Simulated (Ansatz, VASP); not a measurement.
**One calculation of BiB, two programs**

Contents of INCAR:

```
  PREC = Accurate
  ENCUT = 520
  EDIFF = 1E-6
  ISMEAR = 0
  SIGMA = 0.01
  LREAL = F
  LASPH = T
  NELM = 60
  ALGO = Fast
  ISIF = 2
  LWAVE = F
  LCHARG = F
  GGA = PE
  NBANDS = 16
```

File KPOINTS:

```
regular mesh
0
Gamma
  6 6 6
```

The input POSCAR:

```
BiB
1.0
    0.0000000000      2.7448744688      2.7448744688
    2.7448744688      0.0000000000      2.7448744688
    2.7448744688      2.7448744688      0.0000000000
B Bi
1 1
Direct
    0.0000000000      0.0000000000      0.0000000000
    0.2500000000      0.2500000000      0.2500000000
```

Input for Ansatz:

```yaml
crystal:
  lattice:
    - [0.0, 2.7448744688, 2.7448744688]
    - [2.7448744688, 0.0, 2.7448744688]
    - [2.7448744688, 2.7448744688, 0.0]
  atoms:
    - { symbol: B, position: [0.0, 0.0, 0.0] }
    - { symbol: Bi, position: [0.25, 0.25, 0.25] }
kpoints:
  mp_grid: { grid: [6, 6, 6] }
hamiltonian:
  xc: pbe
scf:
  occupations: { method: fixed }
  n_extra_bands: 4
output:
  forces: true
  stress: true
  eigenvalues: true
```

The cell was built by a generator and needn't be a form met in nature.

Alike in both runs: task single point; functional PBE; k mesh 6 × 6 × 6; no spin polarisation.

|  | VASP | Ansatz |
| --- | --- | --- |
| version | VASP 6.6.1 | Ansatz 0.2.0 |
| potentials or method | VASP PAW PBE potentials, release 64 (B, Bi_d) | plane waves, PAW |
| plane-wave cutoff (eV) | 520 | 420 |
| occupations | gaussian, width 0.01 eV | fixed |
| valence electrons in the cell | 18 | 18 |

VASP gave:

| Quantity | Value |
| --- | --- |
| gap on the k mesh at the Fermi level (eV) | 0.28 |
| pressure (GPa) | 1.1 |

Question: What did Ansatz give for the same quantities?

Answer: gap on the k mesh at the Fermi level (eV): 0.29; pressure (GPa): 1.2.

Caveats: spin-orbit coupling is left out, which as a rule narrows the gap of such compounds by several tenths of an eV. A k mesh can miss the band edges.
